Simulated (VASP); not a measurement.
An input for Quantum ESPRESSO's pw.x (written as the equivalent of a VASP run, and not itself run):

```
&CONTROL
  calculation = 'scf'
  pseudo_dir = './pseudo'
  outdir = './out'
  tprnfor = .true.
  tstress = .true.
/
&SYSTEM
  ibrav = 0
  nat = 2
  ntyp = 2
  ecutwfc = 88
  occupations = 'tetrahedra'
  input_dft = 'vdw-df-ob86'
/
&ELECTRONS
  conv_thr = 7.3e-09
  electron_maxstep = 100
/
ATOMIC_SPECIES
  Na 22.990 Na.upf
  I 126.904 I.upf
CELL_PARAMETERS angstrom
     0.0000000    3.2162857    3.2162857
     3.2162857    0.0000000    3.2162857
     3.2162857    3.2162857   -0.0000000
ATOMIC_POSITIONS crystal
  Na   0.0000000  0.0000000  0.0000000
  I    0.5000000  0.5000000  0.5000000
K_POINTS automatic
  8 8 8 0 0 0
```

**Question.** Translate this input to VASP (INCAR, KPOINTS, POSCAR, choice of POTCAR).

**Answer.** This is not unique; one that fits is 
### POSCAR
```
NaI
1
    0.0000000000     3.2162857064     3.2162857064
    3.2162857064     0.0000000000     3.2162857064
    3.2162857064     3.2162857064    -0.0000000000
Na I
1 1
Direct
  0.0000000000   0.0000000000   0.0000000000
  0.5000000000   0.5000000000   0.5000000000
```

### INCAR
```
! general
SYSTEM    =  NaI
PREC      =  Accurate
ENCUT     =  520
LREAL     =  F
LASPH     =  T

! electronic loop
EDIFF     =  1E-7
NELM      =  100
ALGO      =  Normal
LMAXMIX   =  4

! smearing
ISMEAR    =  -5

! functional
GGA       =  MK
LUSE_VDW  =  T
AGGAC     =  0.0
PARAM1    =  0.1234
PARAM2    =  1.0

! ions
ISIF      =  2

! output
LWAVE     =  F
LCHARG    =  T
LORBIT    =  11
NEDOS     =  601
```

**KPOINTS**
```
Regular mesh
0
G
  8 8 8
0 0 0
```

POTCAR, in this order: Na_pv I (PBE.64 set). Program: vasp_std.

Limits of the translation: the potentials are each code's own (VASP's PAW set, PseudoDojo norm-conserving files in pw.x), so ENCUT and ecutwfc are chosen apart and not converted; conv_thr bounds pw.x's estimated SCF error, while EDIFF bounds the energy change between steps.

The compound is NaI in the rock salt structure. It was relaxed first.
